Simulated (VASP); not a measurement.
An input for Ansatz (written as the equivalent of a VASP run, and not itself run):

Ansatz 0.2 input:
```yaml
crystal:
  lattice:
    - [0.0000000, 3.4032728, 3.4032728]
    - [3.4032728, 0.0000000, 3.4032728]
    - [3.4032728, 3.4032728, 0.0000000]
  atoms:
    - { symbol: Mg, position: [0.2500000, 0.2500000, 0.2500000] }
    - { symbol: Mg, position: [0.7500000, 0.7500000, 0.7500000] }
    - { symbol: Sn, position: [0.0000000, 0.0000000, 0.0000000] }
kpoints:
  mp_grid: { grid: [8, 8, 8] }
hamiltonian:
  xc: pbe
  pseudopotentials: { kind: paw }
scf:
  occupations: { method: methfessel_paxton, width: 0.1 }
  max_iter: 100
relax:
  max_steps: 60
  f_tol: 0.01
  cell: {}
output: { forces: true, stress: true, eigenvalues: true }
```

Task: Write the VASP files for the same calculation (PBE).

Result: One answer among several that fit: 
**KPOINTS**
```
Automatic mesh
0
Gamma
8 8 8
0 0 0
```

**POSCAR**
```
Mg2Sn
1
    0.0000000000     3.4032727632     3.4032727632
    3.4032727632     0.0000000000     3.4032727632
    3.4032727632     3.4032727632    -0.0000000000
Mg Sn
2 1
Direct
  0.2500000000   0.2500000000   0.2500000000
  0.7500000000   0.7500000000   0.7500000000
  0.0000000000   0.0000000000   0.0000000000
```

**INCAR**
```
SYSTEM = Mg2Sn
PREC = Accurate; ENCUT = 400; LREAL = .FALSE.
LASPH = .TRUE.
EDIFF = 1E-6; NELM = 100; ALGO = Normal
LMAXMIX = 4
ISMEAR = 1; SIGMA = 0.1
GGA = PE
IBRION = 2; NSW = 60; ISIF = 3
EDIFFG = -0.01
LWAVE = .FALSE.; LCHARG = .FALSE.
```

POTCAR, in this order: Mg Sn_d (PBE.64 set). Program: vasp_std.

Limits of the translation: each code has its own PAW files, so the cut-off isn't converted (ENCUT is set for VASP's; basis.ecutwfc is left out, and Ansatz then takes the one that its files recommend); Ansatz stops its SCF on the density residual and VASP on the energy change (EDIFF).

The compound is Mg2Sn in the antifluorite structure. This run relaxes it. Symmetry was kept, so distortions that lower it aren't found. The start is the result of an earlier pass.
